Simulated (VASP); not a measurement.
Runs of VASP 6.6.1 on Mg. It takes space group P6_3/mmc (No. 194, hexagonal). Conventional cell: a = 3.209 Å, b = 3.209 Å, c = 5.210 Å, α = 90.00°, β = 90.00°, γ = 120.00°. Mg (site symmetry -6m2) is surrounded by 12 Mg at 3.20 to 3.21 Å. 

| level | potentials or basis | k mesh | cutoff (eV) | gap on the mesh (eV) | pressure (GPa) | relaxed volume (Å³/atom) |
| --- | --- | --- | --- | --- | --- | --- |
| LDA | VASP PAW LDA potentials, release 64 (Mg) | 15 × 15 × 7 | 600 | none | 0.0 | 21.45 |
| PBE | VASP PAW PBE potentials, release 64 (Mg) | 15 × 15 × 7 | 600 | none | 0.0 | 22.89 |
| PBE+D3(BJ) | VASP PAW PBE potentials, release 64 (Mg) | 15 × 15 × 7 | 600 | none | 0.0 | (b) |
| PBEsol | VASP PAW PBE potentials, release 64 (Mg) | 15 × 15 × 7 | 600 | none | 0.0 | 22.49 |
| PBE | VASP PAW PBE potentials, release 64 (Mg) | 8 × 8 × 4 | 300 | none | 0.0 | (a) |

Alike in all rows: task relaxation of cell and atoms; no spin polarisation; cell relaxed; smearing methfessel-paxton 0.1 eV.

Fill in the values left out.

(a) 22.82; (b) 21.67.

Caveats: pairwise dispersion overbinds metals, which lowers pressure and volume (some runs); the PAW data sets were made with another functional, which shifts forces and pressure a little (some runs).

A k mesh can miss the band edges.

A gap of «none» marks a metal or a gap under the smearing width.

Not every run made on this cell is shown here.
